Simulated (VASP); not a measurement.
```yaml
crystal:
  lattice:
    - [3.35403, 0.00000, 0.00000]
    - [-1.67701, 2.90467, 0.00000]
    - [0.00000, 0.00000, 16.79262]
  atoms:
    - { symbol: Pt, position: [0.00000, 0.00000, 0.50000] }
    - { symbol: S, position: [0.33333, 0.66667, 0.58315] }
    - { symbol: S, position: [0.66667, 0.33333, 0.41685] }
```

Calculation: PBE GGA, VASP's PBE PAW potentials (set 64) (plane waves; VASP). Numerical set-up: 300 eV cut-off, 11×11×1 Γ-centred mesh, Fermi-Dirac smearing of 0.10 eV, potentials Pt S.

The cell holds a wide vacuum, so values per volume refer to the whole cell.

**Question.** Estimate the energy per atom (σ→0), largest force.

**Answer.** 
```yaml
energy per atom (σ→0): -5.045 eV/atom
largest_force: 0.525 eV/Å
```

Total energies compare only between runs with the same potentials, cut-off and functional.

The cell is a sheet with vacuum, built from a generated structure.
